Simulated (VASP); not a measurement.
The input files of a VASP run:

INCAR:
```
ALGO = Normal
EDIFF = 1E-6
EDIFFG = -0.01
ENCUT = 400
IBRION = 2
ISIF = 3
ISMEAR = 1
LASPH = T
LCHARG = F
LMAXMIX = 4
LREAL = F
LWAVE = F
NELM = 100
NSW = 60
PREC = Accurate
SIGMA = 0.1
SYSTEM = Ti
```

**KPOINTS**
```
Automatic mesh
0
gamma
 13 13 7
```

File POSCAR:
```
Ti
1
    2.8511263200     0.0000000000    -0.0000000000
   -1.4255631600     2.4691480431     0.0000000000
   -0.0000000000    -0.0000000000     4.5456501171
Ti
2
Direct
  0.3333330000   0.6666670000   0.2500000000
  0.6666670000   0.3333330000   0.7500000000
```

POTCAR, in this order: Ti_sv (LDA.64 set). Program: vasp_std.

**Question.** Translate this LDA calculation to Ansatz.

**Answer.** One equivalent input (not run):
Ansatz 0.2 input:
```yaml
crystal:
  lattice:
    - [2.8511263, 0.0000000, 0.0000000]
    - [-1.4255632, 2.4691480, 0.0000000]
    - [0.0000000, 0.0000000, 4.5456501]
  atoms:
    - { symbol: Ti, position: [0.3333330, 0.6666670, 0.2500000] }
    - { symbol: Ti, position: [0.6666670, 0.3333330, 0.7500000] }
kpoints:
  mp_grid: { grid: [13, 13, 7] }
hamiltonian:
  xc: lda
  pseudopotentials: { kind: paw }
scf:
  occupations: { method: methfessel_paxton, width: 0.1 }
  max_iter: 100
relax:
  max_steps: 60
  f_tol: 0.01
  cell: {}
output: { forces: true, stress: true, eigenvalues: true }
```
What does not carry over: each code has its own PAW files, so the cut-off isn't converted (ENCUT is set for VASP's; basis.ecutwfc is left out, and Ansatz then takes the one that its files recommend); Ansatz stops its SCF on the density residual and VASP on the energy change (EDIFF); Ansatz's lda is the Perdew-Wang form, while the LDA potentials of VASP carry Perdew-Zunger's.

The structure comes from a computed database's Ti entry (P6_3/mmc); how it stands against other phases isn't given here. This run relaxes it. Symmetry was kept, so distortions that lower it aren't found. The start is the result of an earlier pass.
